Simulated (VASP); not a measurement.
# Sb (Antimony): how numerical settings change the zone-centre modes, part 2 of 2

Aim: test the modes of Sb (Antimony) against the numerical settings. The starting structure is a measured crystal structure from the Crystallography Open Database.

VASP 6.6.1.

Results so far: reference A1g 142.8 cm⁻¹; a 7×7×7 mesh A1g 142.1 cm⁻¹; a cutoff of 170 eV A1g 143.1 cm⁻¹.

### 5. Modes with a 16×16×16 mesh

Level of this step: LDA; plane waves and PAW (Sb) (VASP).

Against step 2 the input has a 16×16×16 mesh.

Contents of INCAR:

```
SYSTEM = Sb
PREC = Accurate
ENCUT = 450
EDIFF = 1E-08
NELM = 100
ISMEAR = 1
SIGMA = 0.15
LREAL = .FALSE.
ALGO = Normal
GGA = CA
NBANDS = 11
LORBIT = 11
LWAVE = .FALSE.
LCHARG = .FALSE.
KPAR = 2
IBRION = 8
ISIF = 2
```

Contents of POSCAR:

```
Sb
1.0
    2.1512309692      1.2420137792      3.6474141679
   -2.1512309692      1.2420137792      3.6474141679
    0.0000000000     -2.4840275584      3.6474141679
Sb
2
Direct
    0.7635715781      0.7635715781      0.7635715781
    0.2364284219      0.2364284219      0.2364284219
```

Contents of KPOINTS:

```
Automatic mesh
0
Gamma
16 16 16
0 0 0
```

PAW data sets: Sb (LDA family, release 64).

Started as:

```
mpirun -np 2 vasp_std
```

Log:

```text
[... set-up lines as in an earlier step ...]
 entering main loop
       N       E                     dE             d eps       ncg     rms          rms(c)
DAV:   1     0.339364770998E+02    0.33936E+02   -0.32987E+03  9174   0.639E+02
DAV:   2    -0.779850511055E+01   -0.41735E+02   -0.40482E+02 12510   0.110E+02
DAV:   3    -0.963368730387E+01   -0.18352E+01   -0.18108E+01 11151   0.263E+01
DAV:   4    -0.965037342803E+01   -0.16686E-01   -0.16682E-01 10329   0.299E+00
[...]
DAV:  10    -0.962653653764E+01    0.37220E-06   -0.18000E-06 10326   0.739E-03    0.915E-04
DAV:  11    -0.962653657245E+01   -0.34809E-07   -0.16041E-07 10452   0.251E-03    0.369E-04
DAV:  12    -0.962653657212E+01    0.32895E-09   -0.10125E-08  6318   0.560E-04
   1 F= -.96265366E+01 E0= -.96267927E+01  d E =0.768397E-03
 Linear response reoptimize wavefunctions to high precision
DAV:   1    -0.962653657236E+01   -0.23482E-09   -0.18066E-09  8185   0.291E-04
DAV:   2    -0.962653657237E+01   -0.88107E-11   -0.13824E-10  5271   0.877E-05
 Linear response DOF=           2
 Linear response progress:
[...]
RMM:   8    -0.257478257555E-01    0.29093E-07   -0.68117E-08 80037   0.491E-05    0.207E-05
RMM:   9    -0.257478134713E-01    0.12284E-07   -0.76271E-09 79366   0.147E-05    0.191E-06
RMM:  10    -0.257478076917E-01    0.57796E-08   -0.96516E-10 80053   0.572E-06    0.732E-07
 first order change of Fermi-energy  -0.16362E-04
 force on displaced ion       1 direction 1 :  -1.737  -0.000  -0.000
 Linear response progress:
  Degree of freedom:   2/  2
       N       E                     dE             d eps       ncg     rms          rms(c)
RMM:   1    -0.270688211266E-01   -0.27069E-01    0.14200E-02 18141   0.122E+00
RMM:   2    -0.257855745498E-01    0.12832E-02   -0.17410E-03 14350   0.263E-01    0.482E-02
RMM:   3    -0.256943360303E-01    0.91239E-04   -0.45699E-05 15254   0.451E-02    0.289E-02
RMM:   4    -0.256324396169E-01    0.61896E-04   -0.25442E-05 14888   0.249E-02    0.690E-03
[...]
RMM:   8    -0.256419435554E-01   -0.30630E-07   -0.23471E-09 15918   0.559E-05    0.264E-05
RMM:   9    -0.256419553502E-01   -0.11795E-07    0.67406E-10 15986   0.209E-05    0.158E-05
RMM:  10    -0.256419569957E-01   -0.16455E-08    0.29077E-10 16066   0.822E-06    0.281E-06
 first order change of Fermi-energy   0.44867E+00
 force on displaced ion       1 direction 3 :   0.000   0.000  -4.407
 Linear response finished
```

Wall time 11 min (2 MPI ranks of AMD EPYC 7R43, shared host); peak memory 3.7 GiB; 21 min of CPU time.

OUTCAR, selected parts (step 5):

```text
  Total       -0.0067953     -0.0067953      0.0134072      0.0000000      0.0000000      0.0000000
  in kB       -0.1861959     -0.1861959      0.3673670      0.0000000      0.0000000      0.0000000
  external PRESSURE =      -0.0016749 kB  Pullay stress =       0.0000000 kB

 POSITION                                       TOTAL-FORCE (eV/Angst)
 -----------------------------------------------------------------------------------
      0.00000      0.00000      8.35519         0.000000      0.000000     -0.025480
      0.00000      0.00000      2.58706         0.000000      0.000000      0.025480
 -----------------------------------------------------------------------------------
    total drift:                               -0.000000     -0.000000      0.000000

[... 1 part as in an earlier step ...]

[... 1 further part left out ...]
```

With a 16×16×16 mesh the modes are A1g 140.3, Eg 88.1 cm⁻¹; the largest shift is -2.5 cm⁻¹, in A1g, from the reference.

### 6. Modes with finite displacements

Against step 2 the input has IBRION = 6, NFREE = 2 and POTIM = 0.015 (also changed: NSW).

Changes to INCAR since step 5:

```diff
@@ -15,3 +15,6 @@
 KPAR = 2
-IBRION = 8
+IBRION = 6
+NFREE = 2
+POTIM = 0.015
+NSW = 1
 ISIF = 2
```

POSCAR is that of step 5.

Contents of KPOINTS:

```
Automatic mesh
0
Gamma
12 12 12
0 0 0
```

Started as:

```
mpirun -np 2 vasp_std
```

Log:

```text
[... set-up lines as in an earlier step ...]
 entering main loop
       N       E                     dE             d eps       ncg     rms          rms(c)
[... 12 cycles as in an earlier step ...]
   1 F= -.96286007E+01 E0= -.96290277E+01  d E =0.128093E-02
[...]
2 F= -.96283967E+01 E0= -.96288137E+01  d E =0.125095E-02
[...]
3 F= -.96283967E+01 E0= -.96288137E+01  d E =0.125095E-02
[...]
4 F= -.96280563E+01 E0= -.96284548E+01  d E =0.119549E-02
[...]
5 F= -.96281189E+01 E0= -.96285410E+01  d E =0.126639E-02
 Finite differences progress:
  Degree of freedom:   2/  2
  Displacement:        2/  2
  Total:               4/  4
```

Elapsed: 3.5 min, on 2 MPI ranks; peak memory 1.3 GiB.

Parts of OUTCAR (step 6):

```text
  Total       -0.0507556     -0.0507556     -0.0910286      0.0000000     -0.0000000      0.0000000
  in kB       -1.3907358     -1.3907358     -2.4942411      0.0000000     -0.0000000      0.0000000
  external PRESSURE =      -1.7585709 kB  Pullay stress =       0.0000000 kB

 POSITION                                       TOTAL-FORCE (eV/Angst)
 -----------------------------------------------------------------------------------
      0.00000      0.00000      8.34019         0.000000      0.000000      0.065044
      0.00000      0.00000      2.58706         0.000000     -0.000000     -0.065044
 -----------------------------------------------------------------------------------
    total drift:                               -0.000000      0.000000      0.000099

  FREE ENERGIE OF THE ION-ELECTRON SYSTEM (eV)
  ---------------------------------------------------
  free  energy   TOTEN  =        -9.6281189071 eV

  energy  without entropy=       -9.6293852983  energy(sigma->0) =       -9.62854104

[... 2 parts as in an earlier step ...]

[... 1 further part left out ...]
[key lines of the parts left out:]
E-fermi :   7.4574
```

The last energy, forces and stress in OUTCAR belong to the last displaced cell, not to that of POSCAR.

With finite displacements the modes are A1g 142.7, Eg 90.0 cm⁻¹; the largest shift is -0.1 cm⁻¹, in A1g, from the reference.

### 7. The runs compared

```csv
run,A1g,Eg,method,core minutes
reference,142.8,90.0,perturbation theory,12.7
a 7×7×7 mesh,142.1,85.6,perturbation theory,2.07
a cutoff of 170 eV,143.1,91.0,perturbation theory,2.83
a 16×16×16 mesh,140.3,88.1,perturbation theory,21.2
finite displacements,142.7,90.0,finite displacements,7.07
```

Modes are in cm⁻¹, degenerate ones as one, matched between runs by symmetry and order. A number in brackets counts the listed modes of one symmetry from the lowest. The symmetry labels come from an automatic analysis and can be wrong where levels nearly coincide. Core minutes are wall time times ranks of the run shown, on a shared host.

### 8. Summary of results

| Item | Value |
| --- | --- |
| A1g, reference | 142.8 cm⁻¹ |
| Eg, reference | 90.0 cm⁻¹ |
| A1g, a 7×7×7 mesh | 142.1 cm⁻¹ |
| Eg, a 7×7×7 mesh | 85.6 cm⁻¹ |
| A1g, a cutoff of 170 eV | 143.1 cm⁻¹ |
| Eg, a cutoff of 170 eV | 91.0 cm⁻¹ |
| A1g, a 16×16×16 mesh | 140.3 cm⁻¹ |
| Eg, a 16×16×16 mesh | 88.1 cm⁻¹ |
| A1g, finite displacements | 142.7 cm⁻¹ |
| Eg, finite displacements | 90.0 cm⁻¹ |

The largest change comes with a 7×7×7 mesh: -4.4 cm⁻¹ in Eg. On finer settings the modes change by up to -2.5 cm⁻¹ in A1g with a 16×16×16 mesh. Other changes move the modes by more: -4.4 cm⁻¹ in Eg with a 7×7×7 mesh. Further runs on this material are not shown.

[Lines on the potential files, build, host, timing and source positions are cut from VASP's logs without a mark.]

[Logs are printed without paths, hosts, clocks, repeated set-up lines and the standing remarks that a program may print on its own settings, such as how far it seeks lower states.]

[Hosts, paths, dates, database ids (printed as entryN), source tags and the programs' standing remarks are cut or masked in the printed files.]
